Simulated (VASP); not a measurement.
TlBr (CsCl type): the bulk modulus from VASP (plane waves, PAW) at several levels of theory. Static lattice, third-order Birch-Murnaghan fit over five volumes.

| level | bulk modulus (GPa) |
|---|---|
| PBEsol | 26.9 |
| RPBE | 12.8 |

The cell of the PBEsol run:

```
TlBr
1.0
    3.91517     0.00000     0.00000
    0.00000     3.91517     0.00000
    0.00000     0.00000     3.91517
Tl Br
1 1
Direct
  0.00000   0.00000   0.00000
  0.50000   0.50000   0.50000
```

Only levels that ran to the end are used. Left out are those held back, those with too coarse a band path, GW runs whose mesh misses a band edge, hybrids' fits of cells that aren't cubic and levels without matching references; a question may draw on a part of the rest.

The compound is TlBr in the CsCl type structure.
